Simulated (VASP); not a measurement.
All values below come from PBE GGA + U (Dudarev), VASP's PBE PAW potentials (set 64) (plane waves; VASP 6.6.1).

The input files of a VASP run:

INCAR:
```
ALGO=Normal
EDIFF=1E-6
ENCUT=400
GGA=PE
ISIF=2
ISMEAR=1
LASPH=.TRUE.
LCHARG=.FALSE.
LDAU=.TRUE.
LDAUJ=0 0
LDAUL=2 -1
LDAUPRINT=1
LDAUTYPE=2
LDAUU=2.0 0
LMAXMIX=4
LORBIT=10
LREAL=.FALSE.
LWAVE=.FALSE.
NELM=100
PREC=Accurate
SIGMA=0.1
SYSTEM=NiSb
```

### KPOINTS
```
kpoints
0
gamma
 8 8 6
0 0 0
```

### POSCAR
```
NiSb
1
    1.9621260000    -3.4300150000     0.0000000000
    1.9621260000     3.4300150000     0.0000000000
    0.0000000000     0.0000000000     5.0886950000
Ni Sb
2 2
Direct
  0.0000000000   0.0000000000   0.5000000000
  0.0000000000   0.0000000000   0.0000000000
  0.3333330000   0.6666670000   0.2500000000
  0.6897540000   0.3564200000   0.7500000000
```

POTCAR, in this order: Ni Sb (PBE.64 set). Program: vasp_std.

The resulting files:

### OSZICAR
```
       N       E                     dE             d eps       ncg     rms          rms(c)
DAV:   1     0.153378421800E+03    0.15338E+03   -0.10788E+04  5184   0.133E+03
DAV:   2    -0.107105849129E+02   -0.16409E+03   -0.15975E+03  5207   0.295E+02
DAV:   3    -0.184378967410E+02   -0.77273E+01   -0.75215E+01  5804   0.803E+01
DAV:   4    -0.186258894515E+02   -0.18799E+00   -0.18711E+00  5813   0.119E+01
DAV:   5    -0.186316285032E+02   -0.57391E-02   -0.57364E-02  6196   0.220E+00    0.110E+01
DAV:   6    -0.195161355135E+02   -0.88451E+00   -0.15739E+01  5603   0.742E+01    0.109E+01
DAV:   7    -0.178309695716E+02    0.16852E+01   -0.67702E+00  5614   0.542E+01    0.375E+00
DAV:   8    -0.178353372752E+02   -0.43677E-02   -0.70922E-01  5764   0.513E+00    0.171E+00
DAV:   9    -0.178023682788E+02    0.32969E-01   -0.12687E-01  5778   0.677E+00    0.494E-01
DAV:  10    -0.178023129371E+02    0.55342E-04   -0.81559E-03  5504   0.781E-01    0.297E-01
DAV:  11    -0.178018729982E+02    0.43994E-03   -0.16434E-03  7817   0.634E-01    0.223E-02
DAV:  12    -0.178019077904E+02   -0.34792E-04   -0.30898E-04  7682   0.155E-01    0.552E-02
DAV:  13    -0.178019005631E+02    0.72272E-05   -0.11910E-05  5931   0.525E-02    0.258E-02
DAV:  14    -0.178018972673E+02    0.32959E-05   -0.89446E-06  7586   0.251E-02    0.947E-03
DAV:  15    -0.178018970939E+02    0.17337E-06   -0.54470E-07  3085   0.885E-03
   1 F= -.17801897E+02 E0= -.17801900E+02  d E =0.993635E-05
```

File OUTCAR:
```
------------------------ aborting loop because EDIFF is reached ----------------------------------------
  FORCE on cell =-STRESS in cart. coord.  units (eV):
  Direction    XX          YY          ZZ          XY          YZ          ZX
  --------------------------------------------------------------------------------------
  Total        0.8912582      0.2922846      1.2336428      0.5738152      0.0000000      0.0000000
  in kB       20.8475385      6.8368673     28.8563027     13.4221864      0.0000000      0.0000000
  external PRESSURE =      18.8469029 kB  Pullay stress =       0.0000000 kB
  volume of cell :       68.50
      direct lattice vectors                 reciprocal lattice vectors
     1.962126000 -3.430015000  0.000000000     0.254825633 -0.145771957  0.000000000
     1.962126000  3.430015000  0.000000000     0.254825633  0.145771957  0.000000000
     0.000000000  0.000000000  5.088695000     0.000000000  0.000000000  0.196514037
 POSITION                                       TOTAL-FORCE (eV/Angst)
 -----------------------------------------------------------------------------------
      0.00000      0.00000      2.54435         0.293370      0.033868     -0.035249
      0.00000      0.00000      0.00000         0.293370      0.033868      0.035249
      1.96213      1.14334      1.27217         0.063222      0.054950      0.000000
      2.05273     -1.14334      3.81652        -0.649962     -0.122687      0.000000
 -----------------------------------------------------------------------------------
    total drift:                               -0.000044      0.000024     -0.000000
  FREE ENERGIE OF THE ION-ELECTRON SYSTEM (eV)
  ---------------------------------------------------
  free  energy   TOTEN  =       -17.8018970939 eV

  energy  without entropy=      -17.8019070302  energy(sigma->0) =      -17.80190041

 total charge

# of ion       s       p       d       tot
------------------------------------------
    1        0.441   0.471   8.564   9.476
    2        0.441   0.471   8.564   9.476
    3        1.136   1.211   0.073   2.421
    4        1.137   1.213   0.074   2.423
--------------------------------------------------
tot          3.156   3.365  17.274  23.795
```
(Selected blocks of OUTCAR.)

**OUTCAR**
```
 val. band max:        9.9570445345   @ k =  -0.0000   0.3750   0.0000

 cond. band min:       9.9992004712   @ k =   0.2500   0.0000   0.3333


 Fermi energy:         9.9842017367

 k-point     1 :       0.0000    0.0000    0.0000
  band No.  band energies     occupation
      1      -2.9720      2.00000
      2       1.6439      2.00000
      3       3.7644      2.00000
      4       5.8983      2.00000
      5       5.9394      2.00000
      6       6.5821      2.00000
      7       7.1050      2.00000
      8       7.1301      2.00000
      9       7.6585      2.00000
     10       7.6745      2.00000
     11       8.4379      2.00000
     12       8.4840      2.00000
     13       9.8089      2.03256
     14      10.3872     -0.00000
     15      10.8180     -0.00000
     16      12.2321      0.00000
     17      12.4690      0.00000
     18      13.1036      0.00000
     19      14.0491      0.00000

 k-point     2 :       0.1250    0.0000    0.0000
  band No.  band energies     occupation
      1      -2.7768      2.00000
      2       1.6083      2.00000
      3       3.9827      2.00000
      4       5.8965      2.00000
      5       5.9428      2.00000
      6       6.5298      2.00000
      7       7.0072      2.00000
      8       7.0566      2.00000
      9       7.5640      2.00000
     10       7.7044      2.00000
     11       8.4357      2.00000
     12       8.4707      2.00000
     13       9.4665      2.00000
     14       9.7490      2.00437
     15       9.8085      2.03226
     16      11.5675     -0.00000
     17      13.0002      0.00000
     18      13.6424      0.00000
     19      14.5542      0.00000

 k-point     3 :       0.0000    0.1250    0.0000
  band No.  band energies     occupation
      1      -2.7771      2.00000
      2       1.6136      2.00000
      3       3.9855      2.00000
      4       5.9031      2.00000
      5       5.9856      2.00000
      6       6.5036      2.00000
      7       6.9946      2.00000
...
```

Unless said otherwise, spin-orbit coupling is left out, though it shifts the bands of the heavy elements here.

The compound is NiSb in the NiAs type structure. The cell was not relaxed at this level, atoms are displaced from their ideal sites. The run is one of a series of settings (LDAU = .TRUE., LDAUJ = 0 0, LDAUL = 2 -1, LDAUTYPE = 2, LDAUU = 2.0 0 against the base run), some of them coarse on purpose. The run is not spin-polarised, so no magnetic state was tried.
